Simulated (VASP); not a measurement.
Here is the system:

```
CoTi
1.0
    2.99000     0.00000     0.00000
    0.00000     2.99000     0.00000
    0.00000     0.00000     2.99000
Ti Co
1 1
Direct
  0.00000   0.00000   0.00000
  0.50000   0.50000   0.50000
```

The numbers are results of MS2 meta-GGA, VASP's PBE PAW potentials (set 64) (plane waves; VASP 6.6.1), not measurements. Run with 520 eV cut-off, 11×11×11 Γ-centred mesh, first-order Methfessel-Paxton smearing of 0.10 eV, potentials Ti_sv Co.

Energy and stress use the plane-wave basis of the starting cell.

Problem. The ions, cell shape and volume are relaxed. Which structure does the run end with?

Solution. 
```
CoTi
1.0
    2.94464     0.00000     0.00000
    0.00000     2.94464     0.00000
    0.00000     0.00000     2.94464
Ti Co
1 1
Direct
  0.00000   0.00000   0.00000
  0.50000   0.50000   0.50000
```
Space group Pm-3m (221), at a tolerance of 0.03 Å.

Problem. How do energy and volume change from the first to the last step?

Solution. The energy (σ→0) changes by -15.9 meV/atom and the volume by -4.5 %, in 4 ionic steps.

The compound is TiCo in the CsCl type structure. This run relaxes it. Symmetry was kept, so distortions that lower it aren't found. The run is not spin-polarised, so no magnetic state was tried. The electron count is odd and the run is not spin-polarised, which forces a metal.
